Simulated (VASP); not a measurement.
Level of theory: LDA (Ceperley-Alder, Perdew-Zunger), VASP's LDA PAW potentials (set 64) (plane waves; VASP).

VASP input:

**POSCAR**
```
NiSb
1.0
  1.8715068988  -3.2415452639   0.0000000000
  1.8715068988   3.2415452639   0.0000000000
  0.0000000000   0.0000000000   4.8552786653
Ni Sb
2 2
Direct
  0.0000000000   0.0000000000   0.5000000000
  1.0000000000   0.0000000000   0.0000000000
  0.3333330000   0.6666670000   0.2500000000
  0.6666670000   0.3333330000   0.7500000000
```

**KPOINTS**
```
Automatic mesh
0
Gamma
9 9 6
0 0 0
```

**INCAR**
```
SYSTEM = NiSb
PREC = Accurate
ENCUT = 500
EDIFF = 1E-6
NELM = 100
ALGO = Normal
LREAL = .FALSE.
LASPH = .TRUE.
ISMEAR = 1
SIGMA = 0.1
LMAXMIX = 4
LWAVE = .FALSE.
LCHARG = .FALSE.
IBRION = 2
ISIF = 3
NSW = 40
EDIFFG = -0.02
PSTRESS = 200
```

POTCAR, in this order: Ni Sb (LDA.64 set). Program: vasp_std.

Q: What will the output report for the number of irreducible k-points (NKPTS), largest plane-wave count, number of space-group operations, FFT grid (NGX, NGY, NGZ)?

A: 
- number of irreducible k-points (NKPTS): 48
- largest plane-wave count: 1515
- number of space-group operations: 24
- FFT grid (NGX, NGY, NGZ): 28 × 28 × 36

The compound is NiSb in the NiAs type structure. It was relaxed first under an external pressure of 20 GPa. The run is not spin-polarised, so no magnetic state was tried.
